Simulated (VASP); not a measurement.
# Sr2ZnIrO6: the relaxed cell at several levels, part 2 of 4

Wanted: equilibrium cells of Sr2ZnIrO6 at many levels, with their cost. The cell is invented: it takes the structure of a Materials Project entry for Ba2ZnReO6 (space group 225 there), with some of its atoms replaced by other elements, volume scaled by an estimate. It may not be a known or stable phase.

VASP 6.6.1, plane waves and PAW; the level of theory is named at each step.

So far. Step 2 (Relaxation with PBE): It ends with a largest force of 0.005 eV/Å and a pressure of 0.01 GPa. The conventional cell has a = 8.008 Å.

## (3) Relaxation with LDA

This step: LDA, no spin polarisation; plane waves and PAW (Ir, Sr_sv, Zn, O); invented cell (VASP 6.6.1).

LDA, the lowest rung, knows the local density alone.

Input file INCAR:

```
SYSTEM = Sr2ZnIrO6
PREC = Accurate
ENCUT = 560
EDIFF = 1E-06
NELM = 100
ISMEAR = -1
SIGMA = 0.05
LREAL = .FALSE.
ALGO = Normal
GGA = CA
LORBIT = 11
LWAVE = .FALSE.
LCHARG = .FALSE.
KPAR = 4
IBRION = 2
NSW = 60
ISIF = 3
EDIFFG = -0.01
```

Input file POSCAR:

```
Sr2ZnIrO6
1.0
    0.0000000000      3.9373380000      3.9373380000
    3.9373380000      0.0000000000      3.9373380000
    3.9373380000      3.9373380000      0.0000000000
Ir Sr Zn O
1 2 1 6
Direct
    0.5000000000      0.5000000000      0.5000000000
    0.7500000000      0.7500000000      0.7500000000
    0.2500000000      0.2500000000      0.2500000000
    0.0000000000      0.0000000000      0.0000000000
    0.2624830000      0.2624830000      0.7375170000
    0.7375170000      0.2624830000      0.2624830000
    0.2624830000      0.7375170000      0.2624830000
    0.2624830000      0.7375170000      0.7375170000
    0.7375170000      0.2624830000      0.7375170000
    0.7375170000      0.7375170000      0.2624830000
```

Input file KPOINTS:

```
Automatic mesh
0
Gamma
5 5 5
0 0 0
```

The projector-augmented-wave data sets are Ir, Sr_sv, Zn and O (PBE family, release 64).

Command:

```sh
$ mpirun -np 4 vasp_std
```

Numbers of over 12 decimals in the logs are rounded to 6 here.

Log:

```text
[banner, memory and clock lines left out]
running    4 mpi-ranks, on    1 nodes
 distrk:  each k-point on    1 cores,    4 groups
 distr:  one band on    1 cores,    1 groups

 POSCAR found type information on POSCAR IrSrZnO
 POSCAR found :  4 types and      10 ions
|                                                                             |
|               ----> ADVICE to this user running VASP <----                  |
|                                                                             |
|     You enforced a specific xc type in the INCAR file but a different       |
|     [... a line on the potential file left out ...]
|     I HOPE YOU KNOW WHAT YOU ARE DOING!                                     |
|                                                                             |

 LDA part: xc-table for (Slater(with rela. corr.)+CA(PZ))
 , standard interpolation
 POSCAR, INCAR and KPOINTS ok, starting setup
 FFT: planning ... GRIDC
 FFT: planning ... GRID_SOFT
 FFT: planning ... GRID
 WAVECAR not read
 entering main loop
       N       E                     dE             d eps       ncg     rms          rms(c)
DAV:   1     0.880535036047E+03    0.88054E+03   -0.39888E+04   920   0.194E+03
DAV:   2     0.545164477059E+02   -0.82602E+03   -0.79553E+03   934   0.504E+02
DAV:   3    -0.746485669345E+02   -0.12917E+03   -0.12630E+03  1144   0.189E+02
DAV:   4    -0.818958711313E+02   -0.72473E+01   -0.71935E+01  1200   0.439E+01
DAV:   5    -0.822210102107E+02   -0.32514E+00   -0.32416E+00  1576   0.808E+00    0.624E+01
DAV:   6    -0.699586530275E+02    0.12262E+02   -0.82887E+01  1388   0.691E+01    0.302E+01
DAV:   7    -0.691733489030E+02    0.78530E+00   -0.22041E+01  1432   0.356E+01    0.185E+01
DAV:   8    -0.687508088170E+02    0.42254E+00   -0.22024E+00  1362   0.196E+01    0.390E+00
DAV:   9    -0.687291011792E+02    0.21708E-01   -0.22533E-01  1258   0.950E+00    0.876E-01
DAV:  10    -0.687307731255E+02   -0.16719E-02   -0.47756E-02  1354   0.122E+00    0.357E-01
DAV:  11    -0.687310668955E+02   -0.29377E-03   -0.42200E-03  1274   0.772E-01    0.138E-01
DAV:  12    -0.687310709884E+02   -0.40929E-05   -0.95792E-04  1322   0.651E-01    0.581E-02
DAV:  13    -0.687310618923E+02    0.90961E-05   -0.20848E-04  1434   0.244E-01    0.189E-02
DAV:  14    -0.687310635428E+02   -0.16505E-05   -0.57924E-05  1464   0.865E-02    0.154E-02
DAV:  15    -0.687310620723E+02    0.14705E-05   -0.16607E-05  1326   0.499E-02    0.354E-03
DAV:  16    -0.687310620508E+02    0.21520E-07   -0.15522E-06   690   0.103E-02
   1 F= -.68731062E+02 E0= -.68698863E+02  d E =-.687311E+02
 curvature:   0.00 expect dE= 0.000E+00 dE for cont linesearch  0.000E+00
 trial: gam= 0.00000 g(F)=  0.125E+01 g(S)=  0.224E-01 ort = 0.000E+00 (trialstep = 0.100E+01)
 search vector abs. value=  0.127E+01
 bond charge predicted
       N       E                     dE             d eps       ncg     rms          rms(c)
DAV:   1    -0.677452752310E+02    0.98579E+00   -0.32689E+02   936   0.983E+01    0.151E+01
DAV:   2    -0.688238947366E+02   -0.10786E+01   -0.12844E+01  1256   0.302E+01    0.985E+00
DAV:   3    -0.687486326982E+02    0.75262E-01   -0.68811E-01  1294   0.892E+00    0.526E+00
DAV:   4    -0.687319796429E+02    0.16653E-01   -0.28712E-01  1262   0.520E+00    0.153E+00
DAV:   5    -0.687168394068E+02    0.15140E-01   -0.50460E-02  1386   0.447E+00    0.559E-01
DAV:   6    -0.687135177930E+02    0.33216E-02   -0.20221E-02  1212   0.913E-01    0.292E-01
DAV:   7    -0.687134294943E+02    0.88299E-04   -0.16351E-03  1338   0.424E-01    0.127E-01
DAV:   8    -0.687133833723E+02    0.46122E-04   -0.32954E-04  1482   0.251E-01    0.233E-02
DAV:   9    -0.687133856923E+02   -0.23200E-05   -0.81484E-05  1304   0.102E-01    0.851E-03
DAV:  10    -0.687133860681E+02   -0.37582E-06   -0.90216E-06  1090   0.168E-02
   2 F= -.68713386E+02 E0= -.68684926E+02  d E =0.176760E-01
[...]
3 F= -.69020422E+02 E0= -.68989765E+02  d E =-.289360E+00
[...]
4 F= -.69065994E+02 E0= -.69037038E+02  d E =-.455722E-01
[...]
5 F= -.69077669E+02 E0= -.69048191E+02  d E =-.572464E-01
[...]
6 F= -.69077649E+02 E0= -.69048190E+02  d E =-.572267E-01
[...]
7 F= -.69077762E+02 E0= -.69048211E+02  d E =-.112894E-03
 trial-energy change:   -0.000113  1 .order   -0.000105   -0.000804    0.000594
 step:   0.4914(harm=  0.4847)  dis= 0.00134  next Energy=   -69.077885 (dE=-0.236E-03)
 bond charge predicted
       N       E                     dE             d eps       ncg     rms          rms(c)
DAV:   1    -0.690778264441E+02   -0.64350E-04   -0.30587E-02   972   0.966E-01    0.166E-01
DAV:   2    -0.690778929615E+02   -0.66517E-04   -0.96920E-04  1144   0.287E-01    0.101E-01
DAV:   3    -0.690778858777E+02    0.70838E-05   -0.43466E-05  1172   0.545E-02    0.309E-02
DAV:   4    -0.690778857388E+02    0.13889E-06   -0.99625E-06  1330   0.583E-02
   8 F= -.69077886E+02 E0= -.69048374E+02  d E =-.236803E-03
 curvature:  -0.24 expect dE=-0.599E-05 dE for cont linesearch -0.963E-07
 trial: gam= 0.00496 g(F)=  0.243E-05 g(S)=  0.223E-04 ort = 0.195E-04 (trialstep = 0.772E+00)
 search vector abs. value=  0.249E-04
 reached required accuracy - stopping structural energy minimisation
```

Elapsed: 4.3 min, on 4 MPI ranks of AMD EPYC 7R43, shared host; peak memory 1.3 GiB; 16 min of CPU time.

Parts of OUTCAR (step 3):

```text
The static configuration has the point symmetry O_h .

 Found     10 irreducible k-points:

   NELECT =      77.0000    total number of electrons

 E-fermi :   3.7803

 k-point     1 :       0.0000    0.0000    0.0000
  band No.  band energies     occupation
    ...
     36       2.6947      2.00000
     37       2.6947      2.00000
     38       3.5225      1.98854
     39       3.5225      1.98854
     40       3.5225      1.98854
     41       8.1302      0.00000
     42       8.1302      0.00000
     43       8.3854      0.00000
     44       8.8508      0.00000
     45       8.8508      0.00000
    ...

 k-point     2 :       0.2000    0.0000    0.0000
  band No.  band energies     occupation
    ...
     36       2.4350      2.00000
     37       2.5746      2.00000
     38       3.5173      1.98965
     39       3.6325      1.90114
     40       3.6325      1.90114
     41       8.4224      0.00000
     42       8.4224      0.00000
     43       8.6239      0.00000
     44       8.6239      0.00000
     45       9.0336      0.00000
    ...

  Total        0.0392572      0.0392572      0.0392572     -0.0000000      0.0000000      0.0000000
  in kB        0.5269886      0.5269886      0.5269886     -0.0000000      0.0000000      0.0000000
  external PRESSURE =       0.5269886 kB  Pullay stress =       0.0000000 kB

  energy-cutoff  :      560.00
  volume of cell :      119.35
      direct lattice vectors                 reciprocal lattice vectors
    -0.000000000  3.907804636  3.907804636    -0.127949078  0.127949078  0.127949078
     3.907804636 -0.000000000  3.907804636     0.127949078 -0.127949078  0.127949078
     3.907804636  3.907804636  0.000000000     0.127949078  0.127949078 -0.127949078

 POSITION                                       TOTAL-FORCE (eV/Angst)
 -----------------------------------------------------------------------------------
      3.90780      3.90780      3.90780        -0.000000      0.000000      0.000000
      5.86171      5.86171      5.86171        -0.000000     -0.000000     -0.000000
      1.95390      1.95390      1.95390         0.000000      0.000000      0.000000
      0.00000      0.00000      0.00000        -0.000000      0.000000     -0.000000
      3.90780      3.90780      1.99336        -0.000000      0.000000      0.002895
      1.99336      3.90780      3.90780         0.002895      0.000000      0.000000
      3.90780      1.99336      3.90780        -0.000000      0.002895      0.000000
      5.82225      3.90780      3.90780        -0.002895      0.000000     -0.000000
      3.90780      5.82225      3.90780        -0.000000     -0.002895     -0.000000
      3.90780      3.90780      5.82225        -0.000000      0.000000     -0.002895
 -----------------------------------------------------------------------------------
    total drift:                                0.000000      0.000000     -0.000000

  FREE ENERGIE OF THE ION-ELECTRON SYSTEM (eV)
  ---------------------------------------------------
  free  energy   TOTEN  =       -69.0778857388 eV

  energy  without entropy=      -69.0188624405  energy(sigma->0) =      -69.04837409

 total charge
# of ion       s       p       d       tot
------------------------------------------
    1        0.728   1.125   6.758   8.612
    2        1.996   5.725   0.203   7.924
    3        1.996   5.725   0.203   7.924
    4        0.421   0.528   9.987  10.936
    5        1.549   3.430   0.000   4.979
    6        1.549   3.430   0.000   4.979
    7        1.549   3.430   0.000   4.979
    8        1.549   3.430   0.000   4.979
    9        1.549   3.430   0.000   4.979
   10        1.549   3.430   0.000   4.979
--------------------------------------------------
tot         14.436  33.681  17.150  65.267

[... 8 parts as in an earlier step ...]

[... 5 further parts left out ...]
```

CONTCAR:

```
Sr2ZnIrO6
   1.00000000000000
    -0.0000000000000000    3.9078046363473193    3.9078046363473193
     3.9078046363473193   -0.0000000000000000    3.9078046363473193
     3.9078046363473193    3.9078046363473193    0.0000000000000000
  Ir              Sr              Zn              O
     1     2     1     6
Direct
     0.5000000000000000    0.5000000000000000    0.5000000000000000
     0.7500000000000000    0.7500000000000000    0.7500000000000000
     0.2500000000000000    0.2500000000000000    0.2500000000000000
     0.0000000000000000    0.0000000000000000    0.0000000000000000
     0.2550490207096419    0.2550490207096419    0.7449509792903581
     0.7449509792903581    0.2550490207096419    0.2550490207096419
     0.2550490207096419    0.7449509792903581    0.2550490207096419
     0.2550490207096419    0.7449509792903581    0.7449509792903581
     0.7449509792903581    0.2550490207096419    0.7449509792903581
     0.7449509792903581    0.7449509792903581    0.2550490207096419
```

The PAW data sets were made with PBE, though LDA sets exist; this is a small mismatch.

The steps of the relaxation:

| step | energy less that of the first step (eV) | largest force (eV/Å) | pressure (GPa) | volume (Å³) |
| --- | --- | --- | --- | --- |
| 1 | 0.0000 | 2.0741 | 1.63 | 122.08 |
| 2 | 0.0177 | 1.6524 | -8.88 | 124.29 |
| 3 | -0.2894 | 0.0940 | -4.58 | 123.12 |
| 4 | -0.3349 | 0.1334 | 1.96 | 117.88 |
| 5 | -0.3466 | 0.0520 | -0.20 | 119.47 |
| 6 | -0.3466 | 0.0564 | -0.06 | 119.39 |
| 7 | -0.3467 | 0.0372 | 0.18 | 119.32 |
| 8 | -0.3468 | 0.0029 | 0.05 | 119.35 |

| conventional cell, symmetrised | before | after | change |
| --- | --- | --- | --- |
| a (Å) | 7.875 | 7.816 | -0.8 % |
| b (Å) | 7.875 | 7.816 | -0.8 % |
| c (Å) | 7.875 | 7.816 | -0.8 % |
| volume (Å³/atom) | 12.21 | 11.94 | -2.2 % |

The atoms that moved most (Å, as changes of fractional coordinates times the final cell):

| atom | dx | dy | dz | length |
| --- | --- | --- | --- | --- |
| O8 | 0.058 | 0.000 | 0.000 | 0.058 |
| O9 | 0.000 | 0.058 | 0.000 | 0.058 |
| O10 | 0.000 | 0.000 | 0.058 | 0.058 |
| O7 | 0.000 | -0.058 | 0.000 | 0.058 |
| O5 | 0.000 | 0.000 | -0.058 | 0.058 |
| O6 | -0.058 | 0.000 | 0.000 | 0.058 |

Final coordinates:

```xyz
10
Lattice="0.0000 3.9078 3.9078 3.9078 0.0000 3.9078 3.9078 3.9078 0.0000" Properties=species:S:1:pos:R:3 pbc="T T T"
Ir    3.9078    3.9078    3.9078
Sr    5.8617    5.8617    5.8617
Sr    1.9539    1.9539    1.9539
Zn    0.0000    0.0000    0.0000
O     3.9078    3.9078    1.9934
O     1.9934    3.9078    3.9078
O     3.9078    1.9934    3.9078
O     5.8222    3.9078    3.9078
O     3.9078    5.8222    3.9078
O     3.9078    3.9078    5.8222
```

This step gave:

```yaml
free_energy_toten: -69.0779 eV
energy_at_zero_smearing: -69.0484 eV
fermi_energy: 3.780 eV
pressure: 0.05270 GPa
scf_cycles_over_all_ionic_steps: 70
```

It ends at 11.94 Å³/atom, -2.2 % from the start, with 0.05 GPa left. The conventional cell has a = 7.816 Å.

## (4) Relaxation with PBEsol

This step: PBEsol, no spin polarisation; plane waves and PAW (Ir, Sr_sv, Zn, O); invented cell (VASP 6.6.1).

PBEsol restores the gradient expansion of exchange and is tuned for the cells of solids.

INCAR: that of step 3 with these lines changed.

```diff
@@ -9,3 +9,3 @@
 ALGO = Normal
-GGA = CA
+GGA = PS
 LORBIT = 11
```

POSCAR is that of step 3.

KPOINTS is that of step 3.

Command:

```sh
$ mpirun -np 4 vasp_std
```

Log:

```text
[banner, memory and clock lines left out]
running    4 mpi-ranks, on    1 nodes
[...]
[... a notice as in an earlier step ...]

 LDA part: xc-table for (Slater+PW92), standard interpolation
 POSCAR, INCAR and KPOINTS ok, starting setup
[...]
entering main loop
       N       E                     dE             d eps       ncg     rms          rms(c)
DAV:   1     0.886654992821E+03    0.88665E+03   -0.39935E+04   920   0.194E+03
DAV:   2     0.594602907868E+02   -0.82719E+03   -0.79656E+03   934   0.505E+02
DAV:   3    -0.691674710658E+02   -0.12863E+03   -0.12576E+03  1128   0.189E+02
DAV:   4    -0.766390137860E+02   -0.74715E+01   -0.74182E+01  1216   0.444E+01
[...]
DAV:  14    -0.639876998500E+02   -0.39271E-05   -0.50758E-05  1472   0.745E-02    0.170E-02
DAV:  15    -0.639876987154E+02    0.11346E-05   -0.13037E-05  1254   0.402E-02    0.535E-03
DAV:  16    -0.639876984892E+02    0.22623E-06   -0.18109E-06   736   0.976E-03
   1 F= -.63987698E+02 E0= -.63955468E+02  d E =-.639877E+02
[... from here on, the cycles between the ionic steps are left out ...]
   2 F= -.63698946E+02 E0= -.63669086E+02  d E =0.288753E+00
   3 F= -.64292514E+02 E0= -.64261096E+02  d E =-.304816E+00
   4 F= -.64292719E+02 E0= -.64261282E+02  d E =-.305020E+00
   5 F= -.64314859E+02 E0= -.64284340E+02  d E =-.221395E-01
   6 F= -.64315010E+02 E0= -.64284426E+02  d E =-.222906E-01
[...]
reached required accuracy - stopping structural energy minimisation
```

Run time: 4.6 min. Hardware: 4 MPI ranks; peak memory 1.4 GiB; 17 min of CPU time.

OUTCAR, selected parts (step 4):

```text
  Total        0.0185589      0.0185589      0.0185589      0.0000000      0.0000000     -0.0000000
  in kB        0.2416202      0.2416202      0.2416202      0.0000000      0.0000000     -0.0000000
  external PRESSURE =       0.2416202 kB  Pullay stress =       0.0000000 kB

 POSITION                                       TOTAL-FORCE (eV/Angst)
 -----------------------------------------------------------------------------------
      3.94790      3.94790      3.94790        -0.000000     -0.000000     -0.000000
      5.92185      5.92185      5.92185        -0.000000     -0.000000     -0.000000
      1.97395      1.97395      1.97395        -0.000000     -0.000000      0.000000
      0.00000      0.00000      0.00000        -0.000000     -0.000000     -0.000000
      3.94790      3.94790      2.02179        -0.000000     -0.000000     -0.001100
      2.02179      3.94790      3.94790        -0.001100     -0.000000      0.000000
      3.94790      2.02179      3.94790        -0.000000     -0.001100      0.000000
      5.87402      3.94790      3.94790         0.001100     -0.000000     -0.000000
      3.94790      5.87402      3.94790        -0.000000      0.001100     -0.000000
      3.94790      3.94790      5.87402        -0.000000     -0.000000      0.001100
 -----------------------------------------------------------------------------------
    total drift:                                0.000000      0.000000      0.000000

  FREE ENERGIE OF THE ION-ELECTRON SYSTEM (eV)
  ---------------------------------------------------
  free  energy   TOTEN  =       -64.3150096022 eV

  energy  without entropy=      -64.2538422549  energy(sigma->0) =      -64.28442593

[... 2 parts as in an earlier step ...]

[... 2 further parts left out ...]
[key lines of the parts left out:]
E-fermi :   3.7302
```

The PAW data sets were made with PBE, which is usual practice but a small mismatch for other functionals.

The steps of the relaxation:

| step | energy less that of the first step (eV) | largest force (eV/Å) | pressure (GPa) | volume (Å³) |
| --- | --- | --- | --- | --- |
| 1 | 0.0000 | 2.1108 | 6.35 | 122.08 |
| 2 | 0.2888 | 1.8894 | -11.16 | 130.83 |
| 3 | -0.3048 | 0.1510 | -2.42 | 125.44 |
| 4 | -0.3050 | 0.1902 | -2.22 | 125.36 |
| 5 | -0.3272 | 0.0135 | 0.18 | 122.89 |
| 6 | -0.3273 | 0.0011 | 0.02 | 123.06 |

| conventional cell, symmetrised | before | after | change |
| --- | --- | --- | --- |
| a (Å) | 7.875 | 7.896 | +0.3 % |
| b (Å) | 7.875 | 7.896 | +0.3 % |
| c (Å) | 7.875 | 7.896 | +0.3 % |
| volume (Å³/atom) | 12.21 | 12.31 | +0.8 % |

The atoms that moved most (Å, as changes of fractional coordinates times the final cell):

| atom | dx | dy | dz | length |
| --- | --- | --- | --- | --- |
| O8 | 0.051 | 0.000 | 0.000 | 0.051 |
| O9 | 0.000 | 0.051 | 0.000 | 0.051 |
| O10 | 0.000 | 0.000 | 0.051 | 0.051 |
| O7 | 0.000 | -0.051 | 0.000 | 0.051 |
| O5 | 0.000 | 0.000 | -0.051 | 0.051 |
| O6 | -0.051 | 0.000 | 0.000 | 0.051 |

The relaxed structure:

```cif
data_structure
_symmetry_space_group_name_H-M 'P 1'
_symmetry_Int_Tables_number 1
_cell_length_a 5.5832
_cell_length_b 5.5832
_cell_length_c 5.5832
_cell_angle_alpha 60.000
_cell_angle_beta 60.000
_cell_angle_gamma 60.000
_cell_volume 123.06
loop_
_atom_site_label
_atom_site_type_symbol
_atom_site_fract_x
_atom_site_fract_y
_atom_site_fract_z
_atom_site_occupancy
Ir1 Ir 0.50000 0.50000 0.50000 1
Sr2 Sr 0.75000 0.75000 0.75000 1
Sr3 Sr 0.25000 0.25000 0.25000 1
Zn4 Zn 0.00000 0.00000 0.00000 1
O5 O 0.25606 0.25606 0.74394 1
O6 O 0.74394 0.25606 0.25606 1
O7 O 0.25606 0.74394 0.25606 1
O8 O 0.25606 0.74394 0.74394 1
O9 O 0.74394 0.25606 0.74394 1
O10 O 0.74394 0.74394 0.25606 1
```

It ends at 12.31 Å³/atom, +0.8 % from the start, with 0.02 GPa left. The conventional cell has a = 7.896 Å.

## (5) Relaxation with r2SCAN

This step: r2SCAN, no spin polarisation; plane waves and PAW (Ir, Sr_sv, Zn, O); invented cell (VASP 6.6.1).

r2SCAN adds the kinetic-energy density, costs more than a GGA and is run with LASPH.

INCAR: that of step 4 with these lines changed.

```diff
@@ -9,3 +9,4 @@
 ALGO = Normal
-GGA = PS
+METAGGA = R2SCAN
+LASPH = .TRUE.
 LORBIT = 11
```

POSCAR is that of step 4.

KPOINTS is that of step 4.

Command:

```sh
$ mpirun -np 4 vasp_std
```

Log:

```text
[banner, memory and clock lines left out]
running    4 mpi-ranks, on    1 nodes
[...]
[... a notice as in an earlier step ...]

 LDA part: xc-table for (None), standard interpolation
 POSCAR, INCAR and KPOINTS ok, starting setup
[...]
entering main loop
       N       E                     dE             d eps       ncg     rms          rms(c)
DAV:   1     0.805878767653E+03    0.80588E+03   -0.40867E+04   920   0.199E+03
DAV:   2    -0.430954089815E+02   -0.84897E+03   -0.81767E+03   934   0.517E+02
DAV:   3    -0.175326543325E+03   -0.13223E+03   -0.12938E+03  1138   0.194E+02
DAV:   4    -0.183005178171E+03   -0.76786E+01   -0.76206E+01  1216   0.442E+01
[...]
DAV:  14    -0.146271424753E+03   -0.29817E-05   -0.40760E-06   936   0.259E-02    0.787E-03
DAV:  15    -0.146271419798E+03    0.49553E-05   -0.20922E-06   804   0.177E-02    0.163E-03
DAV:  16    -0.146271419851E+03   -0.53218E-07   -0.22552E-07   640   0.544E-03
   1 F= -.14627142E+03 E0= -.14623811E+03  d E =-.146271E+03
[... from here on, the cycles between the ionic steps are left out ...]
   2 F= -.14581720E+03 E0= -.14578592E+03  d E =0.454220E+00
   3 F= -.14663976E+03 E0= -.14660707E+03  d E =-.368342E+00
   4 F= -.14664023E+03 E0= -.14660752E+03  d E =-.368814E+00
   5 F= -.14664019E+03 E0= -.14660746E+03  d E =-.368766E+00
[...]
hard stop encountered!  aborting job ...
[...]
|     The electronic self-consistency was not achieved in the given           |
[...]
soft stop encountered!  aborting job ...
   6 F= -.14666637E+03 E0= -.14663428E+03  d E =-.641911E-01
 deleting file STOPCAR
```

The job ended after 16 min (4 MPI ranks; peak memory 1.4 GiB).

The run was stopped at its time limit, by a STOPCAR file.

By then 5 ionic steps had been finished.

More ranks or a longer limit would be the way on, or going on from the last geometry.

(Part 2 of 4 ends here.)

[Lines on the potential files, build, host, timing and source positions are cut from VASP's logs without a mark.]

[Logs are printed without paths, hosts, clocks, repeated set-up lines and the standing remarks that a program may print on its own settings, such as how far it seeks lower states.]

[Hosts, paths, dates, database ids (printed as entryN), source tags and the programs' standing remarks are cut or masked in the printed files.]

[A measured line is paired with the nearest computed mode of its activity, which favours agreement.]
